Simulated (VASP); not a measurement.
Calculation: PBE GGA, VASP's PBE PAW potentials (set 64) (plane waves; VASP 6.6.1).

A VASP calculation is set up with these files.

POSCAR:
```
CsH
1
    4.7995300000     0.0000000000     0.0000000000
   -2.3997650000     4.1565150000     0.0000000000
    0.0000000000     0.0000000000     7.8605220000
Cs H
2 2
Direct
  0.6666670000   0.3333330000   0.0000000000
  0.3333330000   0.6666670000   0.5000000000
  0.6666670000   0.3333330000   0.6252000000
  0.3333330000   0.6666670000   0.1252000000
```

File KPOINTS:
```
Automatic mesh
0
Gamma
6 6 3
0 0 0
```

INCAR:
```
ALGO = Normal
EDIFF = 1E-6
ENCUT = 300
GGA = PE
ISIF = 2
ISMEAR = -1
LASPH = .True.
LCHARG = .False.
LMAXMIX = 4
LREAL = .False.
LWAVE = .False.
NELM = 100
PREC = Accurate
SIGMA = 0.05
SYSTEM = CsH
```

POTCAR, in this order: Cs_sv H (PBE.64 set). Program: vasp_std.

Output of the run:

### OSZICAR
```
       N       E                     dE             d eps       ncg     rms          rms(c)
DAV:   1     0.107994996593E+03    0.10799E+03   -0.57858E+03   392   0.718E+02
DAV:   2    -0.232060405625E+00   -0.10823E+03   -0.10638E+03   514   0.162E+02
DAV:   3    -0.107166638966E+02   -0.10485E+02   -0.10477E+02   470   0.611E+01
DAV:   4    -0.108206289244E+02   -0.10397E+00   -0.10395E+00   512   0.764E+00
DAV:   5    -0.108213861161E+02   -0.75719E-03   -0.75718E-03   524   0.591E-01    0.570E+00
DAV:   6    -0.914858032120E+01    0.16728E+01   -0.22868E+00   392   0.525E+00    0.248E+00
DAV:   7    -0.879274819679E+01    0.35583E+00   -0.25681E+00   398   0.486E+00    0.108E+00
DAV:   8    -0.888254818564E+01   -0.89800E-01   -0.31908E-01   398   0.215E+00    0.664E-01
DAV:   9    -0.886355931672E+01    0.18989E-01   -0.13990E-01   434   0.132E+00    0.121E-01
DAV:  10    -0.886530438432E+01   -0.17451E-02   -0.84243E-03   452   0.380E-01    0.128E-01
DAV:  11    -0.886554350393E+01   -0.23912E-03   -0.14461E-03   392   0.186E-01    0.761E-02
DAV:  12    -0.886531056689E+01    0.23294E-03   -0.16453E-03   464   0.121E-01    0.722E-03
DAV:  13    -0.886532272031E+01   -0.12153E-04   -0.60967E-05   446   0.355E-02    0.244E-03
DAV:  14    -0.886532418093E+01   -0.14606E-05   -0.48596E-06   382   0.897E-03    0.192E-03
DAV:  15    -0.886532399933E+01    0.18161E-06   -0.70202E-07   364   0.367E-03
   1 F= -.88653240E+01 E0= -.88653240E+01  d E =-.800483E-10
```

**OUTCAR**
```
------------------------ aborting loop because EDIFF is reached ----------------------------------------
  FORCE on cell =-STRESS in cart. coord.  units (eV):
  Direction    XX          YY          ZZ          XY          YZ          ZX
  --------------------------------------------------------------------------------------
  Total        0.4670070      0.4670071      0.2068879      0.0000000     -0.0000000      0.0000000
  in kB        4.7714960      4.7714962      2.1138114      0.0000000     -0.0000000      0.0000000
  external PRESSURE =       3.8856012 kB  Pullay stress =       0.0000000 kB
  volume of cell :      156.81
      direct lattice vectors                 reciprocal lattice vectors
     4.799530000  0.000000000  0.000000000     0.208353735  0.120293082  0.000000000
    -2.399765000  4.156515000  0.000000000     0.000000000  0.240586164  0.000000000
     0.000000000  0.000000000  7.860522000     0.000000000  0.000000000  0.127218014
 POSITION                                       TOTAL-FORCE (eV/Angst)
 -----------------------------------------------------------------------------------
      2.39977      1.38550      0.00000         0.000000      0.000000      0.015429
     -0.00000      2.77101      3.93026        -0.000000      0.000000      0.015429
      2.39977      1.38550      4.91440        -0.000000      0.000000     -0.015429
     -0.00000      2.77101      0.98414        -0.000000      0.000000     -0.015429
 -----------------------------------------------------------------------------------
    total drift:                                0.000205     -0.000119     -0.000250
  FREE ENERGIE OF THE ION-ELECTRON SYSTEM (eV)
  ---------------------------------------------------
  free  energy   TOTEN  =        -8.8653239993 eV

  energy  without entropy=       -8.8653239992  energy(sigma->0) =       -8.86532400
```
(Selected blocks of OUTCAR.)

At this cut-off the stress carries a Pulay error, which pulls relaxed volumes low.

The structure was generated: CsH was put into an ordered model structure, which need not be its known phase. The cell was not relaxed at this level.
